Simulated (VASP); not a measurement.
Wanted: the native input for a VASP 6.6.1 run.

```
Task                   : single point
Functional             : PBE
Dispersion             : D3(BJ)
Potentials or basis    : VASP PAW PBE potentials, release 64 (S, O, C, H)
Cutoff                 : 520 eV
k mesh                 : 1 × 1 × 1
Occupations            : fermi-dirac, width 0.02 eV
Spin                   : no spin polarisation
Dipole correction      : no
Further INCAR settings : LREAL = Auto; ALGO = Normal; EDIFF = 1e-06; NBANDS = 74
```

The structure of H4CSO2 lies in POSCAR:

```
H4CSO2
1.0
    7.5966740000      0.0000000000      0.0000000000
    0.0000000000      7.5966740000      0.0000000000
    0.0000000000      0.0000000000      7.5966740000
S O C H
4 8 4 16
Direct
    0.7167742093      0.9728204738      0.8921799198
   -0.0327906660      0.6228646905      0.3845367065
    1.0520261894      0.1700349390      0.3609869266
    0.2837689231      0.2845060878      0.8332330702
    0.6137027862      0.9301833934      1.0563965230
    0.7820001227      0.8283493539      0.7839088527
    0.1483807256      0.5922197004      0.3491396366
   -0.0920797707      0.8111181288      0.3889860220
    1.1004157872      0.1720753056      0.1757479655
    0.8935752673      0.2758838934      0.3866034004
    0.1141947121      0.2923647902      0.7528294619
    0.3897363504      0.1246861455      0.7875420217
    0.5321012854      0.2689993015      0.3702804675
    0.2648527500      0.6957518514      0.9703457066
    0.4727463624      0.8031936082      0.5025093877
    0.7663880272      0.4410614435      0.9304466665
    0.5803065921      0.3989377457      0.3293809896
    0.3754406205      0.2826895033      0.3884199849
    0.5741328376      0.2493064728      0.5162785714
    0.5586392150      0.1606229252      0.2714872324
    0.1994688728      0.8182659938      0.9367783849
    0.3124656922      0.7174587194      1.0997181135
    0.3879592569      0.6711884701      0.8911663183
    0.1779462960      0.5873623115      0.9458876345
    0.4719960341      0.9402667536      0.4765638225
    0.3393063859      0.7620835118      0.5288498625
    0.5625619844      0.7707057062      0.6105435089
    0.4971649435      0.7218553804      0.3876959838
    0.8112234380      0.4558837196      0.7921887921
    0.7995999302      0.5618379833      1.0010960060
    0.8254138587      0.3311054285      0.9931319943
    0.6228646905      0.4343348155      0.9387660968
```

The cell was built by a generator and needn't be a form met in nature.

The input as run:

INCAR

```
SYSTEM = H4CSO2
ALGO     = Normal         ! electronic algorithm
EDIFF    = 1E-6           ! SCF threshold, eV
ENCUT    = 520            ! plane-wave cutoff, eV
GGA      = PE             ! functional
ISIF     = 2              ! what is computed and relaxed
ISMEAR   = -1             ! smearing method
IVDW     = 12             ! dispersion correction
LASPH    = .TRUE.         ! aspherical terms in the spheres
LCHARG   = .TRUE.         ! write CHGCAR
LELF     = .TRUE.         ! ELF
LREAL    = Auto         
LVHAR    = .TRUE.       
LWAVE    = .FALSE.        ! write WAVECAR
NBANDS   = 74             ! bands
NELM     = 100            ! most SCF steps
PREC     = Accurate       ! precision mode
SIGMA    = 0.02           ! smearing width, eV
```

KPOINTS

```
k-points
0
G
  1 1 1
  0 0 0
```

Potentials or basis: VASP PAW PBE potentials, release 64 (S, O, C, H).

Launch:

```bash
$ cat potpaw_PBE.64/S/POTCAR potpaw_PBE.64/O/POTCAR potpaw_PBE.64/C/POTCAR potpaw_PBE.64/H/POTCAR > POTCAR
$ mpirun -np 1 vasp_gam > vasp.out
```

It gave:

The pressure is -0.6 GPa. The largest force is 3.473 eV/Å, the band gap on the k mesh is 3.00 eV, direct and the dispersion energy per atom is -0.055 eV.

It took 55 s on 1 thread of AMD EPYC 7R13 Processor (Zen 3), with other jobs on the host, peak memory 0.36 GiB.
